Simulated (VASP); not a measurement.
Here is the system:

```
PtS2
1.0
    3.56186     0.00000     0.00000
   -1.78093     3.08466     0.00000
    0.00000     0.00000    16.47850
S Pt
2 1
Cartesian
  1.78093   1.02822   7.19647
  0.00000   2.05644   9.28203
  0.00000   0.00000   8.23925
```

All values below come from LDA (Ceperley-Alder, Perdew-Zunger), VASP's LDA PAW potentials (set 64) (plane waves; VASP 6.6.1). Numerical set-up: PREC = Normal, EDIFF = 1E-5, 400 eV cut-off, 12×12×1 Γ-centred mesh, Gaussian smearing of 0.050 eV, potentials S Pt.

**Question.** The ions and cell shape at fixed volume are relaxed. What does this cell relax into?

**Answer.** 
```
PtS2
1.0
    3.51385     0.00000     0.00000
   -1.75692     3.04308     0.00000
    0.00000     0.00000    16.93190
S Pt
2 1
Direct
  0.66667   0.33333   0.42835
  0.33333   0.66667   0.57165
  0.00000   0.00000   0.50000
```

**Question.** How much energy does the relaxation gain?

**Answer.** The energy (σ→0) changes by -96.7 meV/atom, in 9 ionic steps.

| step | E(σ→0) (eV) | max force (eV/Å) | pressure (GPa) | volume (Å³) |
|---|---|---|---|---|
| 1 | -17.6992 | 1.997 | 3.22 | 181.05 |
| 2 | -17.9535 | 0.600 | 0.64 | 181.05 |
| 3 | -17.9816 | 0.000 | -0.45 | 181.05 |
| 4 | -17.9817 | 0.038 | -0.55 | 181.05 |
| 5 | -17.9866 | 0.066 | -0.33 | 181.05 |
| 6 | -17.9877 | 0.117 | -0.15 | 181.05 |
| 7 | -17.9885 | 0.099 | -0.23 | 181.05 |
| 8 | -17.9885 | 0.096 | -0.25 | 181.05 |
| 9 | -17.9892 | 0.015 | -0.06 | 181.05 |

The cell is a sheet with vacuum, built from PtS2 (1T layered).
